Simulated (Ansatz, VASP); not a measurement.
## Zr5Si4 (Zr5Si4 (P4_12_12)) in two plane-wave programs

One calculation is typed for both programs; each brings its own data sets. How far apart do they land? Of the first pair: The structure shown is the start of the Ansatz relaxation below; VASP solves that cell, so the two are compared at the walk's first step.

Calculated with Ansatz 0.2.0; plane waves, with VASP 6.6.1 beside it; single point at PBEsol.

### 1. The starting structure

The structure is tetragonal, space group P4_12_12 (No. 92). Conventional cell: a = 7.143 Å, b = 7.143 Å, c = 13.050 Å, α = 90.00°, β = 90.00°, γ = 90.00°. Nearest to Zr lie 6 Si at 2.64 to 2.79 Å and 1 Zr at 3.07 Å. Nearest to Zr lie 7 Si at 2.77 to 3.15 Å. Nearest to Zr lie 6 Si at 2.76 to 2.89 Å and 2 Zr at 3.07 Å. Nearest to Si lie 1 Si at 2.49 Å and 8 Zr at 2.69 to 3.05 Å. Nearest to Si lie 1 Si at 2.49 Å and 8 Zr at 2.64 to 3.15 Å. Farther neighbours are not listed.

### 2. Ansatz: relaxation, PBEsol

Ansatz runs on its default PAW (the set named soft_2) files.

The two programs are compared at the cell with which this relaxation starts, whose forces are those of its first step.

File input.yaml:

```yaml
crystal:
  lattice:
    - [7.1429808, 0.0, 0.0]
    - [0.0, 7.1429808, 0.0]
    - [0.0, 0.0, 13.04987]
  atoms:
    - { symbol: Zr, position: [0.35464197, 0.50135746, 0.37661745] }
    - { symbol: Zr, position: [0.85464197, 0.99864254, 0.37338255] }
    - { symbol: Zr, position: [0.00135746, 0.14535803, 0.12661745] }
    - { symbol: Zr, position: [0.99864254, 0.85464197, 0.62661745] }
    - { symbol: Zr, position: [0.64535803, 0.49864254, 0.87661745] }
    - { symbol: Zr, position: [0.50135746, 0.35464197, 0.62338255] }
    - { symbol: Zr, position: [0.49864254, 0.64535803, 0.12338255] }
    - { symbol: Zr, position: [0.14535803, 0.00135746, 0.87338255] }
    - { symbol: Zr, position: [0.99888298, 0.64904114, 0.0355835] }
    - { symbol: Zr, position: [0.00111702, 0.35095886, 0.5355835] }
    - { symbol: Zr, position: [0.64904114, 0.99888298, 0.9644165] }
    - { symbol: Zr, position: [0.14904114, 0.50111702, 0.7855835] }
    - { symbol: Zr, position: [0.85095886, 0.49888298, 0.2855835] }
    - { symbol: Zr, position: [0.50111702, 0.14904114, 0.2144165] }
    - { symbol: Zr, position: [0.49888298, 0.85095886, 0.7144165] }
    - { symbol: Zr, position: [0.35095886, 0.00111702, 0.4644165] }
    - { symbol: Zr, position: [0.67554902, 0.67554902, 0.5] }
    - { symbol: Zr, position: [0.82445098, 0.17554902, 0.75] }
    - { symbol: Zr, position: [0.17554902, 0.82445098, 0.25] }
    - { symbol: Zr, position: [0.32445098, 0.32445098, 0.0] }
    - { symbol: Si, position: [0.05152916, 0.69951719, 0.4381884] }
    - { symbol: Si, position: [0.94847084, 0.30048281, 0.9381884] }
    - { symbol: Si, position: [0.69951719, 0.05152916, 0.5618116] }
    - { symbol: Si, position: [0.19951719, 0.44847084, 0.1881884] }
    - { symbol: Si, position: [0.80048281, 0.55152916, 0.6881884] }
    - { symbol: Si, position: [0.44847084, 0.19951719, 0.8118116] }
    - { symbol: Si, position: [0.55152916, 0.80048281, 0.3118116] }
    - { symbol: Si, position: [0.30048281, 0.94847084, 0.0618116] }
    - { symbol: Si, position: [0.85282317, 0.79445734, 0.82231958] }
    - { symbol: Si, position: [0.14717683, 0.20554266, 0.32231958] }
    - { symbol: Si, position: [0.79445734, 0.85282317, 0.17768042] }
    - { symbol: Si, position: [0.29445734, 0.64717683, 0.57231958] }
    - { symbol: Si, position: [0.70554266, 0.35282317, 0.07231958] }
    - { symbol: Si, position: [0.64717683, 0.29445734, 0.42768042] }
    - { symbol: Si, position: [0.35282317, 0.70554266, 0.92768042] }
    - { symbol: Si, position: [0.20554266, 0.14717683, 0.67768042] }
basis:
  ecutwfc: 420
  xc_grid: 2
hamiltonian:
  xc: pbesol
kpoints:
  mp_grid: { grid: [6, 6, 3] }
scf:
  occupations: { method: fermi_dirac, width: 0.05 }
  max_iter: 150
output:
  forces: true
  stress: true
relax:
  f_tol: 0.01
  max_steps: 60
  cell: {}
checkpoint:
  write: "../pbesol.run"
  compress: false
  write_wavefunctions: false
  write_every: 100000
```

Run with:

```console
$ ansatz run input.yaml --threads 4 --pin off --max-ram 6594MiB --backend cpu --events-out ev --progress --plain --runs-dir out
```

Numbers of over 12 decimals in the logs are rounded to 6 here.

The log of the run:

```text
Engine: ansatz 0.2.0, aarch64-unknown-linux-gnu
Pseudopotentials: kind: paw
Pseudopotential: Zr, paw, valence charge 12, recommended cutoff 420 eV (normal), Zr.paw.azcp
Pseudopotential: Si, paw, valence charge 4, recommended cutoff 420 eV (normal), Si.paw.azcp
Functional definition: PBEsol
  exchange = pbesol_x
  correlation = pbesol_c
Crystal: 36 atoms, lattice volume = 665.833 Å³
Basis set: ecut = 420 eV, 13015 PW (Γ), exchange–correlation on 96×96×180 points (8 copies of the dense FFT grid, shifted against one another)
Bands: 188, of which v1, the nominal top of the filled ones, is band 152 counted from 1 (151 counted from 0)
Symmetry: 8 space group operations
Space group: P41212 (ITA 92), of the structure as read, at distance tolerance 8.7e-5 Å
k-points: 20 of 108 (time reversal used)
Non-local potential: Zr, projectors of the file, l = 0: 3, l = 1: 2, l = 2: 2, l = 3: 2
Non-local potential: Si, projectors of the file, l = 0: 2, l = 1: 2, l = 2: 2
PAW form: soft (Blöchl's): semilocal exchange-correlation on the pseudo side does not see the compensation charge
PAW frozen core: Zr, regenerated for the run's functional, and the local potential with it (the file was generated under x = pbe(κ = 0.804, μ = 0.219515), c = pbe(β = 0.066725))
PAW frozen core: Si, regenerated for the run's functional, and the local potential with it (the file was generated under x = pbe(κ = 0.804, μ = 0.219515), c = pbe(β = 0.066725))
PAW one-centre angular grid: Zr, 590 points (default); XC on 64 Gauss nodes
PAW one-centre angular grid: Si, 110 points (default); XC on 64 Gauss nodes
Initial density: superposition of atomic densities (neutral atoms: chi_scale 0, normalization atom), corrected by the library's trained network
Initial wavefunctions: pseudopotential atomic-orbital guess
Functional: x = pbesol(κ = 0.804, μ = 0.123457), c = pbesol(β = 0.046)
SCF iter   1: F=—  HF=-92551.967288 eV  |F-HF|=—  |Δ(HF+E_count)|=         —  Δρ=3.87e-3  dr2=1.46e-1  ethr=1.77e-3  ⟨swp⟩=5.8  Hψ=15119  notcnv=0  defer=203
preconditioner: auto → Kerker (q_TF=auto, 2.394 Å⁻¹)  [metal: Δε(μ)=0.002 eV  Ē_g=5.173 eV  σ=0.050 eV  W_gap=0.01  n_scr=148 (ndim 8)  ℏωp=17.3 eV  f_vac=0.000  D(μ)=18.97/eV (n_scr^D=132)]
SCF iter   2: F=—  HF=-92551.940432 eV  |F-HF|=—  |Δ(HF+E_count)|=   2.69e-2  Δρ=2.15e-3  dr2=3.40e-2  ethr=4.80e-5  ⟨swp⟩=1.9  Hψ=4468  notcnv=0  defer=247
SCF iter   3: F=—  HF=-92551.932605 eV  |F-HF|=—  |Δ(HF+E_count)|=   7.83e-3  Δρ=5.73e-4  dr2=3.73e-3  ethr=1.12e-5  ⟨swp⟩=2.0  Hψ=4799  notcnv=0  defer=247
SCF iter   4: F=—  HF=-92551.931841 eV  |F-HF|=—  |Δ(HF+E_count)|=   7.64e-4  Δρ=1.07e-4  dr2=1.26e-4  ethr=1.23e-6  ⟨swp⟩=2.0  Hψ=5139  notcnv=0  defer=247
SCF iter   5: F=—  HF=-92551.931803 eV  |F-HF|=—  |Δ(HF+E_count)|=   3.81e-5  Δρ=2.86e-5  dr2=1.13e-5  ethr=4.16e-8  ⟨swp⟩=2.0  Hψ=6422  notcnv=0  defer=247
SCF iter   6: F=—  HF=-92551.932558 eV  |F-HF|=—  |Δ(HF+E_count)|=   7.56e-4  Δρ=9.71e-6  dr2=1.83e-6  ethr=3.72e-9  ⟨swp⟩=2.0  Hψ=4615  notcnv=0  defer=247
SCF iter   7: F=-92551.932558 eV  HF=-92551.932558 eV  |F-HF|=1.50e-8  |Δ(HF+E_count)|=   2.80e-7  Δρ=2.16e-6  dr2=3.34e-8  ethr=3.29e-11  ⟨swp⟩=3.0  Hψ=13855  notcnv=0
SCF 1 converged in 7 iterations: F = -92551.932558 eV  dr2 = 3.34e-8
  greatest PAW one-centre occupation: 0.996 electrons in one spin orbital (limit 2), on the Zr atom at site 18 (counted from 0), in its partial waves of l = 0
relax step   1: F+E_penalty+E_count = -92551.93255791 eV  Δ(F+E_penalty+E_count) = +0.000e0 eV  max|allowed force component| = 8.034e-2 eV/Å  Δτ_max = 0.0000 Å  P = -3.361 GPa  Ω = 665.833 Å³  (7 SCF iters, dr2 threshold 1.00e-7 eV, accepted)
[...]
relax step   5: F+E_penalty+E_count = -92552.11248337 eV  Δ(F+E_penalty+E_count) = -3.841e-4 eV  max|allowed force component| = 2.151e-3 eV/Å  Δτ_max = 0.0031 Å  P = +0.000 GPa  Ω = 649.780 Å³  energy of the carried Pulay correction = +2.601e-3 eV  (5 SCF iters, dr2 threshold 2.81e-8 eV, accepted)
[...]
relax step   6: F+E_penalty+E_count = -92552.11010367 eV  Δ(F+E_penalty+E_count) = +2.380e-3 eV  max|allowed force component| = 2.149e-3 eV/Å  Δτ_max = 0.0000 Å  P = -0.004 GPa  Ω = 649.780 Å³  stress off target by 5.09e-3 GPa  SCF on the basis re-selected at this cell (its energy is not comparable with the rows above)  (4 SCF iters)
basis re-selected at this cell: Δ(F+E_penalty+E_count) = +2.380e-3 eV, ΔP = -0.005 GPa vs the last step (what re-selecting the basis moved, of the pressure what is left beyond the Pulay correction that the steps carried, after the strain that the cell walked since its last selection, with what the two solves' SCF thresholds leave and, on support functions, any second-order correction that the steps lacked; it is no m [...]
SCF converged after 4 iterations
Free energy (F): -92552.110104 eV
Harris-Foulkes:  -92552.110104 eV  (|F-HF|=1.31e-10)
Internal energy: -92551.953959 eV  (E = F + TS)
E sigma→0 (E₀):  -92552.032031 eV
Entropy (-TS):   -0.156144 eV (-4.337 meV/atom)
Fermi energy:    13.266687 eV
--- Per-component energies (eV) ---
  E_band       = -1527.319729
  E_kinetic    = 7367.494351
  E_local      = -13426.274028  (includes V_loc(G=0)·N_el)
  E_nonlocal   = 2041.115975
  E_hartree    = 4384.786667
  E_xc         = -4123.913699
  E_vxc        = -4608.407133  (∫ρ·V_xc dr)
  E_paw        = -65985.467586  (= ΣΔE_a)
  E_vpaw       = -1670.822866  (= ΣTr[D̂ρ^β])
  E_aug_tail   = 0.000559  (compensation charges beyond the density's cutoff)
  E_ewald      = -22813.515578
  E_core_change = 3.819379  (= ΣΔE_core)
  E_smearing   = -0.156144  (= −TS)
  E_closure    = -0.000000  (closes the sum)
  Σ components = -92552.110104   (vs F -92552.110104, Δ=0.00e0)
--- Forces (eV/Å), atoms counted from 1 ---
  atom   1  Zr    -0.00214856     0.00025390    -0.00078239
  atom   2  Zr    -0.00214856    -0.00025390     0.00078239
  atom   3  Zr     0.00025390     0.00214856    -0.00078239
  atom   4  Zr    -0.00025390    -0.00214856    -0.00078239
  atom   5  Zr     0.00214856    -0.00025390    -0.00078239
  atom   6  Zr     0.00025390    -0.00214856     0.00078239
  atom   7  Zr    -0.00025390     0.00214856     0.00078239
  atom   8  Zr     0.00214856     0.00025390     0.00078239
  atom   9  Zr    -0.00031332    -0.00024358    -0.00011067
  atom  10  Zr     0.00031332     0.00024358    -0.00011067
  atom  11  Zr    -0.00024358    -0.00031332     0.00011067
  atom  12  Zr    -0.00024358     0.00031332    -0.00011067
  atom  13  Zr     0.00024358    -0.00031332    -0.00011067
  atom  14  Zr     0.00031332    -0.00024358     0.00011067
  atom  15  Zr    -0.00031332     0.00024358     0.00011067
  atom  16  Zr     0.00024358     0.00031332     0.00011067
  atom  17  Zr     0.00002295     0.00002295     0.00000000
  atom  18  Zr    -0.00002295     0.00002295    -0.00000000
  atom  19  Zr     0.00002295    -0.00002295    -0.00000000
  atom  20  Zr    -0.00002295    -0.00002295     0.00000000
  atom  21  Si     0.00044813     0.00009411    -0.00017265
  atom  22  Si    -0.00044813    -0.00009411    -0.00017265
  atom  23  Si     0.00009411     0.00044813     0.00017265
  atom  24  Si     0.00009411    -0.00044813    -0.00017265
[...]
atom  29  Si    -0.00035793    -0.00012119     0.00022422
  atom  30  Si     0.00035793     0.00012119     0.00022422
  atom  31  Si    -0.00012119    -0.00035793    -0.00022422
  atom  32  Si    -0.00012119     0.00035793     0.00022422
  atom  33  Si     0.00012119    -0.00035793     0.00022422
  atom  34  Si     0.00035793    -0.00012119    -0.00022422
  atom  35  Si    -0.00035793     0.00012119    -0.00022422
  atom  36  Si     0.00012119     0.00035793    -0.00022422
  max |Σ_I F_I| component: 7.26e-18 eV/Å
--- Stress (GPa, compression-positive) ---
       -0.005092       0.000000       0.000000
        0.000000      -0.005092      -0.000000
        0.000000      -0.000000      -0.002947
  P = ⅓ Tr σ = -0.0044 GPa (-0.044 kbar)
--- Relaxed structure (5 steps of the walk, 4 accepted, 1 SCFs on fresh bases) ---
  F+E_penalty+E_count = -92552.11010367 eV   max|allowed force component| = 2.149e-3 eV/Å   (the final SCF, on the basis selected at the relaxed cell)
  cell:  # Å, volume = 649.7802 Å³
    - [7.085130, 0.0, 0.0]
    - [0.0, 7.085130, 0]
    - [0.0, 0, 12.944068]
  atoms:
    - { symbol: Zr, position: [0.354382, 0.501534, 0.376704] }
    - { symbol: Zr, position: [0.854382, 0.998466, 0.373296] }
    - { symbol: Zr, position: [0.00153352, 0.145618, 0.126704] }
    - { symbol: Zr, position: [0.998466, 0.854382, 0.626704] }
    - { symbol: Zr, position: [0.645618, 0.498466, 0.876704] }
    - { symbol: Zr, position: [0.501534, 0.354382, 0.623296] }
    - { symbol: Zr, position: [0.498466, 0.645618, 0.123296] }
    - { symbol: Zr, position: [0.145618, 0.00153352, 0.873296] }
    - { symbol: Zr, position: [0.999021, 0.650251, 0.035164] }
    - { symbol: Zr, position: [0.000979018, 0.349749, 0.535164] }
    - { symbol: Zr, position: [0.650251, 0.999021, 0.964836] }
    - { symbol: Zr, position: [0.150251, 0.500979, 0.785164] }
    - { symbol: Zr, position: [0.849749, 0.499021, 0.285164] }
    - { symbol: Zr, position: [0.500979, 0.150251, 0.214836] }
    - { symbol: Zr, position: [0.499021, 0.849749, 0.714836] }
    - { symbol: Zr, position: [0.349749, 0.000979018, 0.464836] }
    - { symbol: Zr, position: [0.674858, 0.674858, 0.5] }
    - { symbol: Zr, position: [0.825142, 0.174858, 0.75] }
    - { symbol: Zr, position: [0.174858, 0.825142, 0.25] }
    - { symbol: Zr, position: [0.325142, 0.325142, 0] }
    - { symbol: Si, position: [0.049874, 0.698728, 0.437820] }
    - { symbol: Si, position: [0.950126, 0.301272, 0.937820] }
    - { symbol: Si, position: [0.698728, 0.049874, 0.562180] }
    - { symbol: Si, position: [0.198728, 0.450126, 0.187820] }
    - { symbol: Si, position: [0.801272, 0.549874, 0.687820] }
    - { symbol: Si, position: [0.450126, 0.198728, 0.812180] }
    - { symbol: Si, position: [0.549874, 0.801272, 0.312180] }
    - { symbol: Si, position: [0.301272, 0.950126, 0.062180] }
    - { symbol: Si, position: [0.853375, 0.794453, 0.822804] }
    - { symbol: Si, position: [0.146625, 0.205547, 0.322804] }
    - { symbol: Si, position: [0.794453, 0.853375, 0.177196] }
    - { symbol: Si, position: [0.294453, 0.646625, 0.572804] }
    - { symbol: Si, position: [0.705547, 0.353375, 0.072804] }
    - { symbol: Si, position: [0.646625, 0.294453, 0.427196] }
    - { symbol: Si, position: [0.353375, 0.705547, 0.927196] }
    - { symbol: Si, position: [0.205547, 0.146625, 0.677196] }
```

### 3. VASP: single point, PBEsol, start cell, pair 1

The same cell, functional, mesh and smearing now go to VASP, with its own data sets.

Lines of VASP's logs that name or quote its potential files are left out, and so is its time.

File INCAR:

```
SYSTEM = Zr5Si4
PREC = Accurate
ENCUT = 400
EDIFF = 1E-06
NELM = 120
ISMEAR = -1
SIGMA = 0.05
LREAL = Auto
ALGO = Normal
GGA = PS
NBANDS = 180
LASPH = .TRUE.
LORBIT = 11
LWAVE = .FALSE.
LCHARG = .FALSE.
ISIF = 2
GGA_COMPAT = .FALSE.
KPAR = 4
```

File POSCAR:

```
Zr5Si4
1.0
    7.1429810000      0.0000000000      0.0000000000
    0.0000000000      7.1429810000      0.0000000000
    0.0000000000      0.0000000000     13.0498700000
Zr Si
20 16
Direct
    0.3546419555      0.5013574165      0.3766174490
    0.8546419555      0.9986424435      0.3733825509
    0.0013574865      0.1453579745      0.1266174490
    0.9986425135      0.8546418855      0.6266174491
    0.6453580445      0.4986424435      0.8766174490
    0.5013574865      0.3546418855      0.6233825510
    0.4986425135      0.6453579745      0.1233825510
    0.1453580445      0.0013574165      0.8733825510
    0.9988829944      0.6490410656      0.0355835154
    0.0011170056      0.3509587944      0.5355835154
    0.6490411356      0.9988829244      0.9644164846
    0.1490411356      0.5011169356      0.7855835153
    0.8509588644      0.4988829244      0.2855835154
    0.5011170056      0.1490410656      0.2144164846
    0.4988829944      0.8509587944      0.7144164846
    0.3509588644      0.0011169356      0.4644164846
    0.6755490110      0.6755489410      0.5000000000
    0.8244509890      0.1755489410      0.7500000000
    0.1755490110      0.8244509190      0.2500000000
    0.3244509890      0.3244509190      0.0000000000
    0.0515291515      0.6995171204      0.4381884072
    0.9484708485      0.3004827396      0.9381884072
    0.6995171904      0.0515290815      0.5618115928
    0.1995171904      0.4484707785      0.1881884073
    0.8004828096      0.5515290815      0.6881884072
    0.4484708485      0.1995171204      0.8118115927
    0.5515291515      0.8004827396      0.3118115928
    0.3004828096      0.9484707785      0.0618115928
    0.8528231770      0.7944572791      0.8223195902
    0.1471768230      0.2055425809      0.3223195902
    0.7944573491      0.8528231070      0.1776804099
    0.2944573491      0.6471767530      0.5723195902
    0.7055426509      0.3528231070      0.0723195902
    0.6471768230      0.2944572791      0.4276804098
    0.3528231770      0.7055425809      0.9276804098
    0.2055426509      0.1471767530      0.6776804098
```

File KPOINTS:

```
Automatic mesh
0
Gamma
6 6 3
0 0 0
```

Potentials, in the order of the species: Zr_sv and Si (PBE family, release 64).

Run with:

```console
$ mpirun -np 4 vasp_std
```

The log of the run:

```text
[banner, memory and clock lines left out]
running    4 mpi-ranks, on    1 nodes
[...]
|                                                                             |
|               ----> ADVICE to this user running VASP <----                  |
|                                                                             |
|     You enforced a specific xc type in the INCAR file but a different       |
|     [... a line on the potential file left out ...]
|     I HOPE YOU KNOW WHAT YOU ARE DOING!                                     |
|                                                                             |

 LDA part: xc-table for (Slater+PW92), standard interpolation
 POSCAR, INCAR and KPOINTS ok, starting setup
[...]
entering main loop
       N       E                     dE             d eps       ncg     rms          rms(c)
DAV:   1     0.256109112430E+04    0.25611E+04   -0.13246E+05  7200   0.135E+03
DAV:   2    -0.517207729319E+02   -0.26128E+04   -0.25307E+04  8032   0.423E+02
DAV:   3    -0.299797589867E+03   -0.24808E+03   -0.24205E+03 10624   0.102E+02
DAV:   4    -0.326887763170E+03   -0.27090E+02   -0.26949E+02 10776   0.282E+01
[...]
DAV:  15    -0.308870934779E+03    0.11567E-05   -0.11033E-06  5064   0.292E-03    0.448E-03
DAV:  16    -0.308870933584E+03    0.11948E-05   -0.97386E-07  4896   0.239E-03    0.150E-03
DAV:  17    -0.308870933526E+03    0.58000E-07   -0.38715E-07  4688   0.154E-03
   1 F= -.30887093E+03 E0= -.30879061E+03  d E =-.160639E+00
```

From OUTCAR (step 3):

```text
  Total      -14.0201043    -14.0201043    -13.0087204      0.0000000      0.0000000      0.0000000
  in kB      -33.7362380    -33.7362380    -31.3025693      0.0000000      0.0000000      0.0000000
  external PRESSURE =     -32.9250151 kB  Pullay stress =       0.0000000 kB

 POSITION                                       TOTAL-FORCE (eV/Angst)
 -----------------------------------------------------------------------------------
      2.53320      3.58119      4.91481         0.034470      0.017360      0.012906
      6.10469      7.13328      4.87259         0.034470     -0.017360     -0.012906
      0.00970      1.03829      1.65234         0.017360     -0.034470      0.012906
      7.13328      6.10469      8.17728        -0.017360      0.034470      0.012906
      4.60978      3.56179     11.43974        -0.034470     -0.017360      0.012906
      3.58119      2.53320      8.13506         0.017360      0.034470     -0.012906
      3.56179      4.60978      1.61013        -0.017360     -0.034470     -0.012906
      1.03829      0.00970     11.39753        -0.034470      0.017360     -0.012906
      7.13500      4.63609      0.46436         0.019997     -0.001919      0.015196
      0.00798      2.50689      6.98930        -0.019997      0.001919      0.015196
      4.63609      7.13500     12.58551        -0.001919      0.019997     -0.015196
      1.06460      3.57947     10.25176        -0.001919     -0.019997      0.015196
      6.07838      3.56351      3.72683         0.001919      0.019997      0.015196
      3.57947      1.06460      2.79811        -0.019997     -0.001919     -0.015196
[...]
-----------------------------------------------------------------------------------
    total drift:                                0.003223      0.004231      0.000039

  FREE ENERGIE OF THE ION-ELECTRON SYSTEM (eV)
  ---------------------------------------------------
  free  energy   TOTEN  =      -308.8709335260 eV

  energy  without entropy=     -308.7102943805  energy(sigma->0) =     -308.79061395

[... 2 further parts left out ...]
[key lines of the parts left out:]
E-fermi :   9.2371
```

The run ends at a pressure of -3.29 GPa, with forces up to 0.097 eV/Å.

### 4. Side by side

Known differences besides the potentials themselves: the cutoff is 420 eV in Ansatz and 400 eV in VASP (PREC = Accurate, projectors in real space); Ansatz makes its cores anew for this functional, VASP keeps those of its PBE data sets. Total energies have different zeros and are not compared.

Forces on 10 of the 36 atoms, those with the largest forces and the largest differences (eV/Å; atoms numbered as in POSCAR):

```tsv
atom	Ansatz x, y, z	VASP x, y, z
Si21	-0.080, 0.005, -0.063	-0.076, 0.003, -0.060
Si22	0.080, -0.005, -0.063	0.076, -0.003, -0.060
Si23	0.005, -0.080, 0.063	0.003, -0.076, 0.060
Si25	-0.005, -0.080, -0.063	-0.003, -0.076, -0.060
Si26	0.080, 0.005, 0.063	0.076, 0.003, 0.060
Si27	-0.080, -0.005, 0.063	-0.076, -0.003, 0.060
Si28	-0.005, 0.080, 0.063	-0.003, 0.076, 0.060
Si30	-0.002, -0.077, 0.031	-0.002, -0.072, 0.030
Si31	0.077, 0.002, -0.031	0.072, 0.002, -0.030
Si32	0.077, -0.002, 0.031	0.072, -0.002, 0.030
```

The forces differ by 2.5 meV/Å r.m.s., which is 6.9 % of the r.m.s. force of 0.036 eV/Å (both taken over all components).

[end of part 1 of 2]

[Lines on the potential files, build, host, timing and source positions are cut from VASP's logs without a mark.]

[Logs are printed without paths, hosts, clocks, repeated set-up lines and the standing remarks that a program may print on its own settings, such as how far it seeks lower states.]

[Hosts, paths, dates, database ids (printed as entryN), source tags and the programs' standing remarks are cut or masked in the printed files.]
